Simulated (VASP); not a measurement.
Input of a VASP 6.6.1 run:

The input POSCAR:

```
CsLiCr2Te2S3                            
1.0
    6.9307167744      0.0000000000     -0.0050342339
    0.0000000000      3.9067125993      0.0000000000
   -2.6506172815      0.0000000000      8.4413057479
  Cs              Li              Cr              Te              S             
     1     1     2     2     3
Direct
     0.0786447586526920    0.0000000000000000    0.3784392338204377
     0.8562075857746373    0.5000000000000000    0.7870594632996840
     0.1260973242018842    0.0000000000000000    0.9447591847981870
     0.5961288426871477    0.5000000000000000    0.9745758971492368
     0.5094959608455284    0.0000000000000000    0.1572899880608475
     0.5536604338324698    0.0000000000000000    0.7479785061789672
     0.8751040384202755    0.0000000000000000    0.6806724260870322
     0.2521457419620753    0.5000000000000000    0.8412318481464059
     0.9669653136232982    0.5000000000000000    0.0559334524592013
```

Contents of INCAR.step1:

```
SYSTEM = CsLiCr2Te2S3
  PREC = Accurate
  ENCUT = 520
  EDIFF = 1E-6
  ISMEAR = -1
  SIGMA = 0.05
  LREAL = .False.
  LASPH = .True.
  NELM = 120
  ALGO = Normal
  ISIF = 2
  LWAVE = .False.
  LCHARG = .True.
  ISPIN = 2
  MAGMOM = 0 0 3 3 0 0 0 0 0
  LORBIT = 11
  LMAXMIX = 4
  GGA = PS
  NBANDS = 47
  KPAR = 4
```

File KPOINTS.step1:

```
regular mesh
0
Gamma
  4 7 3
  0 0 0
```

File INCAR.step2:

```
SYSTEM = CsLiCr2Te2S3
  PREC = Accurate
  ENCUT = 520
  EDIFF = 1E-6
  ISMEAR = 0
  SIGMA = 0.05
  LREAL = .False.
  LASPH = .True.
  NELM = 120
  ALGO = Normal
  ISIF = 2
  LWAVE = .False.
  LCHARG = .False.
  ISPIN = 2
  MAGMOM = 0 0 3 3 0 0 0 0 0
  LORBIT = 11
  LMAXMIX = 4
  GGA = PS
  NBANDS = 47
  KPAR = 4
  ICHARG = 11
```

File KPOINTS.step2:

```
path GYHCEM1AXH1,MDZ,YD
15
line-mode
reciprocal
 0.0000000000  0.0000000000  0.0000000000  G
 0.0000000000  0.0000000000  0.5000000000  Y

 0.0000000000  0.0000000000  0.5000000000  Y
-0.4222613065  0.0000000000  0.6599642297  H

-0.4222613065  0.0000000000  0.6599642297  H
-0.5000000000  0.0000000000  0.5000000000  C

-0.5000000000  0.0000000000  0.5000000000  C
-0.5000000000  0.5000000000  0.5000000000  E

-0.5000000000  0.5000000000  0.5000000000  E
-0.5777386935  0.5000000000  0.3400357703  M1

-0.5777386935  0.5000000000  0.3400357703  M1
-0.5000000000  0.5000000000  0.0000000000  A

-0.5000000000  0.5000000000  0.0000000000  A
-0.5000000000  0.0000000000  0.0000000000  X

-0.5000000000  0.0000000000  0.0000000000  X
-0.5777386935  0.0000000000  0.3400357703  H1

-0.4222613065  0.5000000000  0.6599642297  M
 0.0000000000  0.5000000000  0.5000000000  D

 0.0000000000  0.5000000000  0.5000000000  D
 0.0000000000  0.5000000000  0.0000000000  Z

 0.0000000000  0.0000000000  0.5000000000  Y
 0.0000000000  0.5000000000  0.5000000000  D
```

Potentials or basis: VASP PAW PBE potentials, release 64 (Cs_sv, Li_sv, Cr_pv, Te, S).

Launch:

```sh
$ cat potpaw_PBE.64/Cs_sv/POTCAR potpaw_PBE.64/Li_sv/POTCAR potpaw_PBE.64/Cr_pv/POTCAR potpaw_PBE.64/Te/POTCAR potpaw_PBE.64/S/POTCAR > POTCAR
$ cp INCAR.step1 INCAR
$ cp KPOINTS.step1 KPOINTS
$ mpirun -np 4 vasp_std > vasp.out
$ cp INCAR.step2 INCAR
$ cp KPOINTS.step2 KPOINTS
$ mpirun -np 4 vasp_std > vasp.out
```

Task: Predict the band gap along the path.

Result: 0.41 eV, indirect (least direct gap 0.60 eV).

Task: What does it give for the net moment?

Result: 6.00 μB per cell.

Caveat: the log is that of the step along the path at fixed density, whose energy, stress, charges and moments have no meaning; spin-orbit coupling is left out, which moves the levels of the heavy elements; only a ferromagnetic start was run, and an antiferromagnetic order may lie lower in energy. Expect the measured gap to be larger: semilocal functionals such as PBEsol lack the derivative discontinuity.
